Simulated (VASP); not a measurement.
Level of theory: PBEsol GGA, VASP's PBE PAW potentials (set 64) (plane waves; VASP).

A VASP calculation is set up with these files.

### INCAR
```
SYSTEM = MgS
PREC = Accurate; ENCUT = 500; LREAL = .FALSE.
LASPH = .TRUE.
EDIFF = 1E-6; NELM = 100; ALGO = Normal
ISMEAR = 0; SIGMA = 0.05
GGA = PS
IBRION = 2; NSW = 40; ISIF = 3
EDIFFG = -0.02
LWAVE = .FALSE.; LCHARG = .FALSE.
```

### KPOINTS
```
Automatic mesh
0
Gamma
8 8 8
0 0 0
```

File POSCAR:
```
MgS
1
    0.0000000000     2.8246595873     2.8246595873
    2.8246595873    -0.0000000000     2.8246595873
    2.8246595873     2.8246595873    -0.0000000000
Mg S
1 1
Direct
  0.0000000000   0.0000000000   0.0000000000
  0.2500000000   0.2500000000   0.2500000000
```

POTCAR, in this order: Mg S (PBE.64 set). Program: vasp_std.

### Question
What does the run give for the energy per atom (σ→0), band gap (on the k-mesh)?

### Answer

```
Item                               Value
------------------------  --------------
energy per atom (σ→0)     -4.459 eV/atom
band gap (on the k-mesh)         3.33 eV
```

OSZICAR:
```
...
DAV:   6    -0.895642631660E+01    0.44422E+00   -0.12630E+00   464   0.527E+00    0.282E+00
DAV:   7    -0.891607155344E+01    0.40355E-01   -0.23725E-01   552   0.243E+00    0.203E+00
DAV:   8    -0.891768483582E+01   -0.16133E-02   -0.11634E-02   504   0.938E-01    0.847E-01
DAV:   9    -0.891730759282E+01    0.37724E-03   -0.88888E-04   648   0.204E-01    0.324E-01
DAV:  10    -0.891741810463E+01   -0.11051E-03   -0.21620E-04   480   0.941E-02    0.175E-02
DAV:  11    -0.891742579179E+01   -0.76872E-05   -0.11242E-05   560   0.214E-02    0.411E-02
DAV:  12    -0.891742549496E+01    0.29683E-06   -0.15336E-06   592   0.740E-03
   1 F= -.89174255E+01 E0= -.89174255E+01  d E =-.891743E+01
```

The structure was generated: MgS was put into the zinc blende type (F-43m), which need not be its known phase. It was relaxed first.
